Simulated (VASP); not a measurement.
An input for Quantum ESPRESSO's pw.x (written as the equivalent of a VASP run, and not itself run):

```
&CONTROL
  calculation = 'vc-relax'
  pseudo_dir = './pseudo'
  outdir = './out'
  tprnfor = .true.
  tstress = .true.
  nstep = 60
  forc_conv_thr = 0.00039
/
&SYSTEM
  ibrav = 0
  nat = 1
  ntyp = 1
  ecutwfc = 74
  occupations = 'smearing'
  smearing = 'methfessel-paxton'
  degauss = 0.00735
  input_dft = 'vdw-df2'
/
&ELECTRONS
  conv_thr = 7.3e-08
  electron_maxstep = 100
/
&IONS
/
&CELL
/
ATOMIC_SPECIES
  K 39.098 K.upf
CELL_PARAMETERS angstrom
    -2.5851656    2.5851656    2.5851656
     2.5851656   -2.5851656    2.5851656
     2.5851656    2.5851656   -2.5851656
ATOMIC_POSITIONS crystal
  K    0.0000000  0.0000000  0.0000000
K_POINTS automatic
  9 9 9 0 0 0
```

Problem. Translate this input to VASP (INCAR, KPOINTS, POSCAR, choice of POTCAR).

Solution. One answer among several that fit: 
KPOINTS:
```
Automatic mesh
0
Gamma
9 9 9
0 0 0
```

File POSCAR:
```
K
1
   -2.5851655569     2.5851655569     2.5851655569
    2.5851655569    -2.5851655569     2.5851655569
    2.5851655569     2.5851655569    -2.5851655569
K
1
Direct
  0.0000000000   0.0000000000   0.0000000000
```

### INCAR
```
# general
SYSTEM    =  K
PREC      =  Accurate
ENCUT     =  520
LREAL     =  .FALSE.
LASPH     =  .TRUE.

# electronic loop
EDIFF     =  1E-6
NELM      =  100
ALGO      =  Normal

# smearing
ISMEAR    =  1
SIGMA     =  0.1

# functional
GGA       =  ML
LUSE_VDW  =  .TRUE.
AGGAC     =  0.0
ZAB_VDW   =  -1.8867

# ions
IBRION    =  2
NSW       =  60
ISIF      =  3
EDIFFG    =  -0.01

# output
LWAVE     =  .FALSE.
LCHARG    =  .FALSE.
```

POTCAR, in this order: K_sv (PBE.64 set). Program: vasp_std.

What does not carry over: the potentials are each code's own (VASP's PAW set, PseudoDojo norm-conserving files in pw.x), so ENCUT and ecutwfc are chosen apart and not converted; conv_thr bounds pw.x's estimated SCF error, while EDIFF bounds the energy change between steps; forc_conv_thr acts on force components and is met together with etot_conv_thr.

The compound is K in the bcc structure. It was relaxed first, which changed the volume by -6 %. The start is the result of an earlier pass.
